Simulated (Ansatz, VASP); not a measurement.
# SbC2: VASP beside Ansatz, part 2 of 2

Wanted: the spread between two codes on one cell, functional and k mesh. The cell is invented: As first built, before any earlier steps moved the atoms (in the runner's words): it takes the LuC2 structure with some of its atoms replaced by other elements, volume scaled by an estimate. It may not be a known or stable phase. The cell is taken from a series of VASP runs on this material, whose earlier steps may have relaxed, scaled or displaced it; both programs get it as it stands. Valence electrons are named where the data sets of a main pair hold unlike numbers.

VASP 6.6.1 and Ansatz 0.2.0.

So far: Starting point; VASP: band structure, HSE06.

## 3. Ansatz: band structure, HSE06

Level of this step: Ansatz beside VASP: Kohn-Sham DFT, plane waves, HSE06 (Ansatz).

Ansatz runs on its default PAW (the set named soft_2) files.

The same cell, functional, mesh and smearing now go to Ansatz, which takes its cutoff from its data sets.

The input, input.yaml:

```yaml
crystal:
  lattice:
    - [-2.0794198753, 2.0794198753, 3.0636647962]
    - [2.0794198753, -2.0794198753, 3.0636647962]
    - [2.0794198753, 2.0794198753, -3.0636647962]
  atoms:
    - { symbol: Sb, position: [0.0, 0.0, 0.0] }
    - { symbol: C, position: [0.604285871, 0.604285871, 0.0] }
    - { symbol: C, position: [0.395714129, 0.395714129, 0.0] }
hamiltonian:
  xc: { exchange: pbe, correlation: pbe, exx: { coeff: 0.25, omega: 0.2 } }
  pseudopotentials: { kind: paw }
kpoints:
  mp_grid: { grid: [5, 5, 5] }
  band_path:
    path:
      - [0.0, 0.0, 0.0]
      - [0.0, 0.0, 0.5]
      - [-0.23034, 0.23034, 0.5]
      - [-0.36517, 0.36517, 0.36517]
      - [0.0, 0.0, 0.0]
      - [0.5, 0.5, -0.5]
      - [0.36517, 0.63483, -0.36517]
      - [0.0, 0.5, 0.0]
      - [0.25, 0.25, 0.25]
      - [0.5, 0.5, -0.23034]
      - [0.5, 0.5, -0.5]
      - [0.25, 0.25, 0.25]
    npoints: 1
scf:
  occupations: { method: fermi_dirac, width: 0.05 }
  n_extra_bands: 7
output:
  forces: true
  stress: true
  eigenvalues: true
  write_density: true
  write_potential: true
  elf: true
  volumetric_format: npy
```

Launch:

```sh
$ ansatz run input.yaml --threads 4 --pin off --max-ram 9216MiB --backend cpu --events-out ev --progress --plain --runs-dir out
```

Numbers of over 12 decimals in the logs are rounded to 6 here.

The log of the run:

```text
Warning: output.stress: scf.convergence.dr2_threshold = 1e-7 eV (the SCF's general default) is looser than the 3e-10 eV advised for a printed stress (1e-10 eV for each atom of the cell: 3). What an SCF threshold leaves in a stress goes as its square root, and in the free energy as the threshold itself, and one threshold admits the most on a small cell: [figures from the program's tests cut] Set scf.convergence.dr2_threshold to 3e-10 eV or tighter. The threshold is an SCF's pass mark: one that does not reach it within its budget of iterations ends unconverged, or closes short of it on a stop that the run arms, and scf.convergence.dr2_threshold's page says what that costs each kind of run
Warning: output.stress: scf.exx.energy_threshold = 1e-6 eV is looser than the 3e-8 eV advised for a stress under a hybrid functional (1e-8 eV for each atom of the cell: 3). Every SCF of the exchange loop can meet its threshold on dr2 while the loop round them stops early: no threshold on dr2 bounds what that leaves in the stress. Set scf.exx.energy_threshold to 3e-8 eV or tighter. The threshold is the loop's pass mark: a loop that does not reach it within its budget of cycles ends unconverged, and scf.exx.energy_threshold's page has the law
scf.n_extra_bands = 7 over 12 filled bands (N_el = 23.0): the run solves 19 bands
Engine: ansatz 0.2.0, aarch64-unknown-linux-gnu
Pseudopotentials: kind: paw
Pseudopotential: Sb, paw, valence charge 15, recommended cutoff 420 eV (normal), Sb.paw.azcp
Pseudopotential: C, paw, valence charge 4, recommended cutoff 420 eV (normal), C.paw.azcp
Functional definition: unnamed
  parameter a_1 = 0.25
  parameter omega_1 = 0.2/angstrom
  exchange = pbe_x + (-a_1)*pbe_x_sr(omega_1) + a_1*exact_x_sr(omega_1)
  correlation = pbe_c
Crystal: 3 atoms, lattice volume = 52.989 Å³
Basis set: ecut = 420 eV, 1015 PW (Γ), exchange–correlation on 60×60×60 points (8 copies of the dense FFT grid, shifted against one another)
Bands: 19, of which v1, the nominal top of the filled ones, is band 12 counted from 1 (11 counted from 0)
Symmetry: 16 space group operations
Space group: I4/mmm (ITA 139), of the structure as read, at distance tolerance 3.8e-5 Å
k-points: 18 of 125
Non-local potential: Sb, projectors of the file, l = 0: 2, l = 1: 2, l = 2: 2, l = 3: 2
Non-local potential: C, projectors of the file, l = 0: 2, l = 1: 2, l = 2: 1
PAW form: soft (Blöchl's): semilocal exchange-correlation on the pseudo side does not see the compensation charge
PAW frozen core: Sb, regenerated for the run's functional, and the local potential with it (the file was generated under x = pbe(κ = 0.804, μ = 0.219515), c = pbe(β = 0.066725))
PAW frozen core: C, regenerated for the run's functional, and the local potential with it (the file was generated under x = pbe(κ = 0.804, μ = 0.219515), c = pbe(β = 0.066725))
PAW one-centre angular grid: Sb, 590 points (default); XC on 64 Gauss nodes
PAW one-centre angular grid: C, 110 points (default); XC on 64 Gauss nodes
Initial density: superposition of atomic densities (neutral atoms: chi_scale 0, normalization atom), corrected by the library's trained network
Initial wavefunctions: pseudopotential atomic-orbital guess
Functional: x = pbe(κ = 0.804, μ = 0.219515), c = pbe(β = 0.066725), warm-up for x = pbe(κ = 0.804, μ = 0.219515) + 0.25 (exact − pbe) at short range (hse, ω = 0.2 Å⁻¹), c = pbe(β = 0.066725)
SCF iter   1: F=—  HF=-6981.035768 eV  |F-HF|=—  |Δ(HF+E_count)|=         —  Δρ=5.69e-3  dr2=1.35e-2  ethr=1.77e-3  ⟨swp⟩=12.5  Hψ=1686  notcnv=0
preconditioner: auto → Kerker (q_TF=auto, 2.374 Å⁻¹)  [metal: Δε(μ)=0.063 eV  Ē_g=12.114 eV  σ=0.050 eV  W_gap=0.29  n_scr=14 (ndim 8)  ℏωp=18.4 eV  f_vac=0.000  D(μ)=3.20/eV (n_scr^D=26)]
SCF iter   2: F=—  HF=-6981.036835 eV  |F-HF|=—  |Δ(HF+E_count)|=   1.07e-3  Δρ=3.30e-3  dr2=5.09e-3  ethr=5.87e-5  ⟨swp⟩=3.5  Hψ=670  notcnv=0  defer=8
iter 3 solved again at ethr=1.01e-6 eV; its pass at ethr=2.21e-5 eV (dr2=2.32e-4 eV) is discarded
SCF iter   3: F=—  HF=-6981.037435 eV  |F-HF|=—  |Δ(HF+E_count)|=   6.01e-4  Δρ=5.57e-4  dr2=2.29e-4  ethr=1.01e-6  ⟨swp⟩=2.4  Hψ=1229  notcnv=0  defer=1
SCF iter   4: F=—  HF=-6981.037568 eV  |F-HF|=—  |Δ(HF+E_count)|=   1.33e-4  Δρ=1.74e-4  dr2=2.25e-5  ethr=9.96e-7  ⟨swp⟩=3.1  Hψ=637  notcnv=0  defer=1
SCF iter   5: F=—  HF=-6981.037587 eV  |F-HF|=—  |Δ(HF+E_count)|=   1.88e-5  Δρ=4.81e-5  dr2=1.22e-6  ethr=9.79e-8  ⟨swp⟩=3.1  Hψ=669  notcnv=0  defer=1
SCF iter   6: F=—  HF=-6981.037589 eV  |F-HF|=—  |Δ(HF+E_count)|=   1.41e-6  Δρ=1.62e-5  dr2=1.12e-7  ethr=5.29e-9  ⟨swp⟩=3.1  Hψ=744  notcnv=0  defer=1
SCF iter   7: F=—  HF=-6981.037589 eV  |F-HF|=—  |Δ(HF+E_count)|=   6.34e-8  Δρ=4.35e-6  dr2=7.49e-9  ethr=4.88e-10  ⟨swp⟩=3.1  Hψ=753  notcnv=0  defer=1
SCF iter   8: F=-6981.037589 eV  HF=-6981.037589 eV  |F-HF|=2.98e-10  |Δ(HF+E_count)|=   1.30e-8  Δρ=1.00e-6  dr2=5.69e-10  ethr=3.26e-11  ⟨swp⟩=3.1  Hψ=674  notcnv=0  defer=1
SCF 1 converged in 8 iterations: F = -6981.037589 eV  dr2 = 5.69e-10
  greatest PAW one-centre occupation: 0.996 electrons in one spin orbital (limit 2), on the Sb atom at site 0 (counted from 0), in its partial waves of l = 2
Initial density: handed on by an earlier stage of this run
Initial wavefunctions: those handed on with the density
Functional: x = pbe(κ = 0.804, μ = 0.219515) + 0.25 (exact − pbe) at short range (hse, ω = 0.2 Å⁻¹), c = pbe(β = 0.066725)
Exchange kernel: α = 0.2500, screened, ω = 0.2000 Å⁻¹, Wigner–Seitz truncation, v(0) = 1128.2456 eV·Å³, q-mesh 5×5×5, nearest image of the exchange supercell L = 20.79 Å, pair-density grid 18×18×18, without the augmentation charges, whose exchange is taken in its separable form by FFT convolution over the k-point mesh (sized by the pseudopotential files, 24×24×24 at the most), smooth part of the exact exchange by density-matrix convolution
Frozen-core exchange: fock
iter 1 solved again at ethr=4.81e-5 eV; its pass at ethr=1.00e-1 eV (dr2=1.11e-2 eV) is discarded
[...]
preconditioner: auto → Kerker (q_TF=auto, 2.374 Å⁻¹)  [metal: Δε(μ)=0.047 eV  Ē_g=13.720 eV  σ=0.050 eV  W_gap=0.23  n_scr=14 (ndim 8)  ℏωp=18.4 eV  f_vac=0.000  D(μ)=2.45/eV (n_scr^D=14)]
[...]
SCF iter   4: F=—  HF=-6984.702630 eV  |F-HF|=—  |Δ(HF+E_count)|=   7.98e-3  Δρ=7.91e-4  dr2=2.16e-4  ethr=9.48e-7  ⟨swp⟩=4.1  Hψ=906  notcnv=0
SCF iter   5: F=—  HF=-6984.702573 eV  |F-HF|=—  |Δ(HF+E_count)|=   5.70e-5  Δρ=1.20e-4  dr2=3.79e-5  ethr=8.46e-7  ⟨swp⟩=2.0  Hψ=555  notcnv=0
SCF iter   6: F=—  HF=-6984.702738 eV  |F-HF|=—  |Δ(HF+E_count)|=   1.65e-4  Δρ=1.63e-4  dr2=1.15e-5  ethr=4.48e-8  ⟨swp⟩=4.1  Hψ=913  notcnv=0
SCF iter   7: F=-6984.702735 eV  HF=-6984.702736 eV  |F-HF|=1.64e-7  |Δ(HF+E_count)|=   2.88e-6  Δρ=2.41e-5  dr2=1.85e-6  ethr=4.37e-8  ⟨swp⟩=2.0  Hψ=556  notcnv=0
SCF 2 stopped early in 7 iterations: F = -6984.702735 eV  dr2 = 1.85e-6
  Residual-converged pass: ⟨swp⟩=4.0  Hψ=841  notcnv=0  max |occ|·‖R‖ = 6.2e-6 eV (tolerance 6.7e-6 eV)  dr2=1.84e-6  dr2_onsite=2.22e-8  max |Δocc| = 2.2e-8
hybrid outer 1: dexx = +9.130e-3 eV, tail = 3.86e-5 eV
Exchange kernel: α = 0.2500, screened, ω = 0.2000 Å⁻¹, Wigner–Seitz truncation, v(0) = 1128.2456 eV·Å³, q-mesh 5×5×5, nearest image of the exchange supercell L = 20.79 Å, pair-density grid 18×18×18, without the augmentation charges, whose exchange is taken in its separable form by FFT convolution over the k-point mesh (sized by the pseudopotential files, 24×24×24 at the most), smooth part of the exact exchange by density-matrix convolution
Frozen-core exchange: fock
SCF iter   1: F=—  HF=-6984.702587 eV  |F-HF|=—  |Δ(HF+E_count)|=         —  Δρ=5.34e-5  dr2=1.98e-6  ethr=8.39e-7  ⟨swp⟩=4.9  Hψ=824  notcnv=0
preconditioner: auto → Kerker (q_TF=auto, 2.374 Å⁻¹)  [metal: Δε(μ)=0.054 eV  Ē_g=13.743 eV  σ=0.050 eV  W_gap=0.26  n_scr=14 (ndim 8)  ℏωp=18.4 eV  f_vac=0.002  D(μ)=2.31/eV (n_scr^D=14)]
SCF iter   2: F=—  HF=-6984.702587 eV  |F-HF|=—  |Δ(HF+E_count)|=   2.73e-7  Δρ=1.89e-5  dr2=1.62e-7  ethr=8.07e-9  ⟨swp⟩=3.1  Hψ=676  notcnv=0
SCF iter   3: F=—  HF=-6984.702587 eV  |F-HF|=—  |Δ(HF+E_count)|=   4.39e-7  Δρ=5.29e-6  dr2=1.72e-8  ethr=3.49e-10  ⟨swp⟩=3.9  Hψ=838  notcnv=0  defer=2
SCF iter   4: F=—  HF=-6984.702587 eV  |F-HF|=—  |Δ(HF+E_count)|=  9.38e-10  Δρ=2.21e-6  dr2=3.32e-9  ethr=6.73e-11  ⟨swp⟩=3.1  Hψ=682  notcnv=0  defer=2
SCF iter   5: F=—  HF=-6984.702587 eV  |F-HF|=—  |Δ(HF+E_count)|=   7.92e-9  Δρ=1.17e-6  dr2=1.05e-9  ethr=9.32e-12  ⟨swp⟩=3.7  Hψ=782  notcnv=0  defer=3
SCF iter   6: F=-6984.702587 eV  HF=-6984.702587 eV  |F-HF|=2.18e-11  |Δ(HF+E_count)|=  1.14e-10  Δρ=2.31e-7  dr2=1.01e-10  ethr=3.92e-12  ⟨swp⟩=2.8  Hψ=584  notcnv=0  defer=2
SCF 3 converged in 6 iterations: F = -6984.702587 eV  dr2 = 1.01e-10
  Residual-converged pass: ⟨swp⟩=3.4  Hψ=761  notcnv=0  max |occ|·‖R‖ = 2.7e-7 eV (tolerance 2.7e-7 eV)  dr2=9.82e-11  dr2_onsite=2.66e-13  max |Δocc| = 1.5e-13
hybrid outer 2: dexx = +4.813e-7 eV, tail = 5.28e-9 eV, Δε = 1.65e-3 eV (about 3.04e-5 eV left of the loop's levels), ΔF = 3.86e-3 eV/Å (tail 3.38e-4)
NSCF: frozen V_eff on 12 k-points
hybrid SCF converged: 2 outer / 13 inner (+8 warm-up), last move |dexx| = 4.81e-7 eV, tail = 5.28e-9 eV
Stability not checked: this state was not tested for a lower state beside it, because the functional holds exact exchange (a hybrid, or Hartree-Fock), whose exchange loop this test does not read (fock_operator; see scf.lower_state_search)
Free energy (F): -6984.702587 eV
Frozen-core exchange: fock
Harris-Foulkes:  -6984.702587 eV  (|F-HF|=2.18e-11)
Internal energy: -6984.684635 eV  (E = F + TS)
E sigma→0 (E₀):  -6984.693611 eV
Entropy (-TS):   -0.017952 eV (-5.984 meV/atom)
Fermi energy:    8.231911 eV
--- Per-component energies (eV) ---
  E_band       = -242.358274
  E_kinetic    = 372.736381
  E_local      = -1867.189255  (includes V_loc(G=0)·N_el)
  E_nonlocal   = 415.540552
  E_hartree    = 794.329936
  E_xc         = -185.707848
  E_vxc        = -168.662127  (∫ρ·V_xc dr)
  E_exx        = -57.024670  (= α·E_x^exact, valence–valence)
  E_paw        = -4762.123240  (= ΣΔE_a)
  E_vpaw       = -469.393897  (= ΣTr[D̂ρ^β])
  E_aug_tail   = 0.000008  (compensation charges beyond the density's cutoff)
  E_ewald      = -1695.237977
  E_core_change = -0.008522  (= ΣΔE_core)
  E_smearing   = -0.017952  (= −TS)
  E_closure    = -0.000001  (closes the sum)
  Σ components = -6984.702587   (vs F -6984.702587, Δ=9.09e-13)
--- Forces (eV/Å), atoms counted from 1 ---
  atom   1  Sb     0.00000000     0.00000000     0.00000000
  atom   2  C      0.00000000     0.00000000    -0.32772117
  atom   3  C     -0.00000000    -0.00000000     0.32772117
  max |Σ_I F_I| component: 1.11e-16 eV/Å
--- Stress (GPa, compression-positive) ---
       -0.565055       0.000000       0.000000
        0.000000      -0.565055      -0.000000
        0.000000      -0.000000      -1.800439
  P = ⅓ Tr σ = -0.9768 GPa (-9.768 kbar)
--- Band table (eV; the first three rows and the last of 18) ---
  k-point 0: bands = [... 8 lower, 3.5908, 3.5908, 6.2141, 9.9354, 9.9354, 10.1155, 10.1155, 10.5966, ... 3 higher]
  k-point 1: bands = [... 8 lower, 3.2140, 3.7103, 5.9862, 8.2058, 9.3313, 9.6609, 10.2566, 12.2231, ... 3 higher]
  k-point 2: bands = [... 8 lower, 1.1067, 2.6293, 5.5738, 8.4448, 9.7568, 10.3643, 11.5662, 13.5729, ... 3 higher]
  k-point 17: bands = [... 8 lower, 2.2588, 2.4693, 4.8337, 10.0373, 10.3297, 11.6441, 12.9243, 12.9445, ... 3 higher]
```

The job ended after 36 s (4 threads of Arm Neoverse V2, shared host; peak memory 1.1 GiB).

## 4. Comparison

Known differences besides the potentials themselves: exact exchange at q = 0 is treated differently, which shows on coarse meshes; VASP keeps PBE cores, Ansatz makes them for the functional; the data sets hold 23 valence electrons in Ansatz (on its default PAW (the set named soft_2) files) and 13 in VASP; the cutoff is 420 eV in Ansatz and 520 eV in VASP; VASP takes a coarser grid for exact exchange (PRECFOCK = Fast). Total energies have different zeros and are not compared.

Forces (eV/Å; atoms numbered as in POSCAR):

| atom | Ansatz x, y, z | VASP x, y, z |
| --- | --- | --- |
| Sb1 | 0.000, 0.000, 0.000 | 0.000, 0.000, 0.000 |
| C2 | 0.000, 0.000, -0.328 | 0.000, 0.000, -0.142 |
| C3 | 0.000, 0.000, 0.328 | 0.000, 0.000, 0.142 |

The forces differ by 88 meV/Å r.m.s., which is 131.4 % of the r.m.s. force of 0.067 eV/Å (both taken over all components). Levels from 3 eV below to 2 eV above the Fermi level differ by 26 meV r.m.s. and 52 meV at most; each VASP level is matched to the nearest of Ansatz, which flatters the figure a little.

## 5. Further runs

Further runs change the set-up of one program: Ansatz's method, potentials or start, or VASP's data sets, cutoff or form of LDA. The table gives that difference for each run.

| run | r.m.s. force difference (meV/Å) |
| --- | --- |
| as above | 88 |
| cores kept as stored | 96 |
| norm-conserving potentials (cutoff 1116 eV) | 31 |

## 6. What came out

| Item | Value |
| --- | --- |
| r.m.s. force difference (band structure, HSE06) | 88 meV/Å |

The r.m.s. force difference is 88 meV/Å (band structure, HSE06), beyond the 12 meV/Å picked in this series as the mark of a large difference. The data sets hold unlike numbers of valence electrons (23 in Ansatz and 13 in VASP), so part of the differences comes from the potentials. Band structure, HSE06, norm-conserving potentials (cutoff 1116 eV): r.m.s. force difference goes from 88 to 31 meV/Å. 1 further run of this series is not shown here. Such differences can come from data sets, numerical settings and the points named under the comparisons, not from the functional's error against experiment.

[Lines on the potential files, build, host, timing and source positions are cut from VASP's logs without a mark.]

[Logs are printed without paths, hosts, clocks, repeated set-up lines and the standing remarks that a program may print on its own settings, such as how far it seeks lower states.]

[Hosts, paths, dates, database ids (printed as entryN), source tags and the programs' standing remarks are cut or masked in the printed files.]
